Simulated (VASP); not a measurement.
An input for Ansatz (written as the equivalent of a VASP run, and not itself run):

Ansatz 0.2 input:
```yaml
crystal:
  lattice:
    - [0.0000000, 1.9270425, 1.9270425]
    - [1.9270425, 0.0000000, 1.9270425]
    - [1.9270425, 1.9270425, 0.0000000]
  atoms:
    - { symbol: Rh, position: [0.0000000, 0.0000000, 0.0000000] }
kpoints:
  mp_grid: { grid: [15, 15, 15] }
hamiltonian:
  xc: rpbe
  pseudopotentials: { kind: paw }
scf:
  occupations: { method: methfessel_paxton, width: 0.1 }
  max_iter: 100
relax:
  max_steps: 60
  f_tol: 0.01
  cell: {}
output: { forces: true, stress: true, eigenvalues: true }
```

Task: Write the VASP files for the same calculation (RPBE).

Result: One answer among several that fit: 
**INCAR**
```
ALGO = Normal   # blocked Davidson
ISMEAR = 1   # Methfessel-Paxton
LASPH = .TRUE.
ENCUT = 520   # plane-wave cut-off (eV)
LMAXMIX = 4   # l cut-off of mixed one-centre charges
SIGMA = 0.1
IBRION = 2   # conjugate gradients
EDIFFG = -0.01   # ionic stop
PREC = Accurate
LREAL = .FALSE.   # projection in real space or not
NSW = 60
NELM = 100   # most electronic steps
ISIF = 3   # ions, shape and volume
EDIFF = 1E-6   # SCF stop (eV)
LCHARG = .FALSE.
LWAVE = .FALSE.
SYSTEM = Rh
GGA = RP
```

**POSCAR**
```
Rh
1
    0.0000000000     1.9270424590     1.9270424590
    1.9270424590     0.0000000000     1.9270424590
    1.9270424590     1.9270424590     0.0000000000
Rh
1
Direct
  0.0000000000   0.0000000000   0.0000000000
```

### KPOINTS
```
Automatic
0
G
15 15 15
```

POTCAR, in this order: Rh_pv (PBE.64 set). Program: vasp_std.

Limits of the translation: each code has its own PAW files, so the cut-off isn't converted (ENCUT is set for VASP's; basis.ecutwfc is left out, and Ansatz then takes the one that its files recommend); Ansatz stops its SCF on the density residual and VASP on the energy change (EDIFF).

The compound is Rh in the fcc structure. It was relaxed first. The start is the result of an earlier pass.
